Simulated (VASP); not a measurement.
**Cu (relaxed from the hcp structure, space group P6_3/mmc): computed properties**

Computed with PBEsol GGA, VASP's PBE PAW potentials (set 64) (plane waves; VASP).

* **space group**: P6_3/mmc (194)
* **cell**: a = 2.508 Å, b = 2.508 Å, c = 4.151 Å, α = 90.00°, β = 90.00°, γ = 120.00°
* **volume per atom**: 11.30 Å³/atom
* **band gap (over mesh and band path)**: none (metal, semimetal or under 0.01 eV)
* **density**: 9.33 g/cm³

```
CELL_PARAMETERS angstrom
      2.50774     0.00000     0.00000
     -1.25387     2.17177     0.00000
      0.00000     0.00000     4.15115
ATOMIC_POSITIONS crystal
  Cu 0.33333 0.66667 0.25000
  Cu 0.66667 0.33333 0.75000
```

The structure was generated: Cu was put into the hcp type (P6_3/mmc), which need not be its known phase. It was relaxed first. Symmetry was kept, so distortions that lower it aren't found.
